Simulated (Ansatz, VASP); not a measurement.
## Rb (Im-3m, 1 atom in the cell) computed with different codes at matched settings

Self-consistent single point.

```
CELL_PARAMETERS angstrom
     -2.82500     2.82500     2.82500
      2.82500    -2.82500     2.82500
      2.82500     2.82500    -2.82500
ATOMIC_POSITIONS crystal
  Rb 0.00000 0.00000 0.00000
```

Shared settings, as Ansatz (a program for electronic structure) writes them: kpoints.mp_grid.grid = 11 11 11; magnetization.spin_orbit = true; scf.occupations.method = fermi_dirac; scf.occupations.width = 0.05 eV. Potentials and cutoffs stand in the table.

| code | model | pressure (GPa) | cutoff |
|---|---|---|---|
| Ansatz | PBE with spin-orbit coupling, default PAW files | 0.02 | default |
| VASP | PBE, spin-orbit coupling, VASP's PBE PAW potentials (set 64) | -0.03 | 300 eV |

The spread over the programs that give each value: pressure within 0.05 GPa.

Ansatz's pressure is given at a fixed set of plane waves, as the other plane-wave codes print theirs.

VASP's run is marked for a possible Pulay error in its stress at this cutoff; no cutoff test was made.

The starting cell has typed, rounded lattice constants, without a prior relaxation at this level.

Left out of this page: Quantum ESPRESSO, Elk, FLEUR and SIESTA (not drawn, or without a comparable value); ABINIT (failed or unconverged).

Keys are those of Ansatz 0.2.
